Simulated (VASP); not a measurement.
Consider the following.

```
LaPd2P2
1.0
   -2.07821     2.07821     4.93673
    2.07821    -2.07821     4.93673
    2.07821     2.07821    -4.93673
La P Pd
1 2 2
Direct
  0.00000   0.00000   0.00000
  0.38587   0.38587   0.00000
  0.61413   0.61413   0.00000
  0.75000   0.25000   0.50000
  0.25000   0.75000   0.50000
```

Calculation: PBEsol GGA, VASP's PBE PAW potentials (set 64) (plane waves; VASP). Settings: 400 eV cut-off, Gaussian smearing of 0.050 eV, potentials La P Pd.

Question: Give the energies of bands 10 to 23 at the high-symmetry points, in eV from the Fermi level.

Answer: 
```csv
band,Γ,X,P,N,M,S,R
10,-4.96,-4.54,-4.40,-4.83,-4.92,-5.08,-4.70
11,-3.81,-4.20,-4.40,-4.43,-4.63,-4.66,-4.29
12,-3.81,-3.95,-3.98,-4.39,-4.39,-4.21,-3.95
13,-3.71,-3.93,-3.91,-3.82,-4.39,-4.15,-3.93
14,-3.18,-3.91,-3.91,-3.56,-3.94,-3.78,-3.89
15,-3.11,-3.12,-3.01,-3.49,-2.31,-3.41,-3.31
16,-2.32,-2.87,-2.85,-3.47,-1.70,-3.25,-3.16
17,-2.12,-2.84,-2.85,-3.31,-1.70,-3.18,-2.87
18,-2.12,-2.38,-2.28,-2.48,-1.42,-1.44,-2.10
19,-1.28,-2.13,-2.28,-1.60,-1.28,-1.28,-1.80
20,-1.16,-1.06,-0.88,0.03,0.43,-0.88,-1.04
21,-0.52,-0.76,-0.88,0.66,1.20,1.04,-0.78
22,-0.52,1.00,0.70,0.94,1.97,1.70,1.16
23,2.16,1.96,2.18,2.12,2.04,1.72,1.97
```

It has no gap at this level: it comes out as a metal or semimetal.

The structure comes from a computed database's LaPd2P2 entry (I4/mmm); how it stands against other phases isn't given here. It was relaxed first. The electron count is odd and the run is not spin-polarised, which forces a metal.
